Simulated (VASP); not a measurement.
```
BP
1.0
    4.52107     0.00000     0.00000
    0.00000     3.19688     0.00000
    0.00000     0.00000    24.52811
P B
6 6
Direct
  0.25000   0.00000   0.66292
  0.25000   0.00000   0.53258
  0.75000   0.50000   0.59775
  0.25000   0.00000   0.40225
  0.75000   0.50000   0.46742
  0.75000   0.50000   0.33708
  0.50000   0.50000   0.66292
  0.00000   0.00000   0.59775
  0.50000   0.50000   0.53258
  0.00000   0.00000   0.46742
  0.50000   0.50000   0.40225
  0.00000   0.00000   0.33708
```

Method: PBEsol GGA, VASP's PBE PAW potentials (set 64) (plane waves; VASP). Numerical set-up: PREC = Normal, EDIFF = 1E-5, 450 eV cut-off, 5×6×1 Γ-centred mesh, Gaussian smearing of 0.050 eV, potentials P B.

### Question
The ions are relaxed. Which structure does the run end with?

### Answer

```
BP
1.0
    4.52107     0.00000     0.00000
    0.00000     3.19688     0.00000
    0.00000     0.00000    24.52811
P B
6 6
Direct
  0.24528   0.00000   0.66864
  0.26216   0.00000   0.53300
  0.76721   0.50000   0.59801
  0.26721   0.00000   0.40199
  0.76216   0.50000   0.46700
  0.74528   0.50000   0.33136
  0.45322   0.50000   0.64887
  0.01094   0.00000   0.59825
  0.51120   0.50000   0.53220
  0.01120   0.00000   0.46780
  0.51094   0.50000   0.40175
  0.95322   0.00000   0.35113
```

### Question
How much energy does the relaxation gain?

### Answer
The energy (σ→0) changes by -122.2 meV/atom, in 18 ionic steps.

The cell is a thin slab with vacuum, built from BP (zinc blende): (110) face.
